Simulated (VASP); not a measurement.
A run of VASP 6.6.1 is set up as follows.

Contents of INCAR:

```
PREC = Accurate ; ENCUT = 900
EDIFF = 1E-6 ; ISMEAR = -1
SIGMA = 0.05 ; LREAL = False
LASPH = True ; NELM = 80
ALGO = Normal ; ISIF = 3
LWAVE = False ; LCHARG = False
GGA = PE ; IBRION = 2
NSW = 60 ; EDIFFG = -0.005
```

Contents of KPOINTS:

```
Automatic mesh
0
Gamma
  8 8 8
```

Contents of POSCAR:

```
Pt2F
1.0
    0.0000000000      2.8524300000      2.8524300000
    2.8524300000      0.0000000000      2.8524300000
    2.8524300000      2.8524300000      0.0000000000
Pt F
2 1
Direct
    0.2500000000      0.2500000000      0.2500000000
    0.7500000000      0.7500000000      0.7500000000
    0.0000000000      0.0000000000      0.0000000000
```

Potentials or basis: VASP PAW PBE potentials, release 64 (Pt, F).

Run with:

```console
$ cat potpaw_PBE.64/Pt/POTCAR potpaw_PBE.64/F/POTCAR > POTCAR
$ mpirun -np 1 vasp_std > vasp.out
```

**Question.** Estimate the space group after relaxing (to 0.05 Å).

**Answer.** Fm-3m (No. 225).

**Question.** Estimate the band gap on the k mesh.

**Answer.** None (metal or under the smearing width).

**Question.** Estimate the relaxed cell.

**Answer.** a = 4.033 Å, b = 4.033 Å, c = 4.033 Å, α = 60.00°, β = 60.00°, γ = 60.00°.

Final structure:
```yaml
crystal:
  lattice:
    - [0.00000, 2.85193, 2.85193]
    - [2.85193, 0.00000, 2.85193]
    - [2.85193, 2.85193, 0.00000]
  atoms:
    - { symbol: Pt, position: [0.25000, 0.25000, 0.25000] }
    - { symbol: Pt, position: [0.75000, 0.75000, 0.75000] }
    - { symbol: F, position: [0.00000, 0.00000, 0.00000] }
```

Caveat: an odd number of electrons without spin polarisation forces a metal; a magnetic or distorted state may lie lower. Spin-orbit coupling is left out, which matters for the levels of Pt.
